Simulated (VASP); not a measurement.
The system is CrTe2.

```xyz
3
Lattice="3.8100 0.0000 0.0000 -1.9050 3.2996 0.0000 0.0000 0.0000 6.1300" Properties=species:S:1:pos:R:3 pbc="T T T"
Cr    0.0000    0.0000    0.0000
Te    0.0000    2.1997    1.5509
Te    1.9050    1.0999    4.5791
```

The cell was built by a generator and isn't the measured one.

- Program: VASP 6.6.1
- Task: relaxation of cell and atoms
- Functional: LDA
- Potentials or basis: VASP PAW LDA potentials, release 64 (Cr_pv, Te)
- Cutoff: 600 eV
- k mesh: 12 × 12 × 8
- Occupations: fermi-dirac, width 0.05 eV
- Spin: collinear spin, ferromagnetic start
- Starting moments: [3.0, 0.0, 0.0] μB

At the start: pressure -5.2 GPa; volume 25.69 Å³/atom.

**Question.** Where does the relaxation end?

**Answer.** Over 11 steps the energy falls by 37.1 meV/atom and the volume is 23.29 Å³/atom (-9.3 %); space group P-3m1 (No. 164, to 0.05 Å); moment 2.29 μB per cell.

Step by step:
| step | energy change (eV) | largest force (eV/Å) | pressure (GPa) | volume (Å³) |
| --- | --- | --- | --- | --- |
| 1 | 0.0000 | 0.3996 | -5.17 | 77.06 |
| 2 | -0.0499 | 0.7775 | 4.20 | 68.19 |
| 3 | -0.0988 | 0.2399 | -0.24 | 71.64 |
| 4 | -0.0988 | 0.2547 | -0.11 | 71.53 |
| 5 | -0.1038 | 0.1958 | -0.08 | 71.12 |
| 6 | -0.1100 | 0.0077 | 0.11 | 69.88 |
| 7 | -0.1101 | 0.0189 | 0.12 | 69.95 |
| 8 | -0.1109 | 0.0208 | -0.20 | 70.12 |
| 9 | -0.1110 | 0.0305 | -0.29 | 70.16 |
| 10 | -0.1114 | 0.0047 | -0.11 | 69.95 |
| 11 | -0.1114 | 0.0045 | 0.04 | 69.87 |

Final structure:
```
CELL_PARAMETERS angstrom
3.70062 0.00000 0.00000
-1.85031 3.20484 0.00000
0.00000 0.00000 5.89105
ATOMIC_POSITIONS crystal
Cr 0.00000 0.00000 0.00000
Te 0.33333 0.66667 0.25887
Te 0.66667 0.33333 0.74113
```

Caveat: a cell with one magnetic atom can't hold antiferromagnetic order, which such compounds often take.
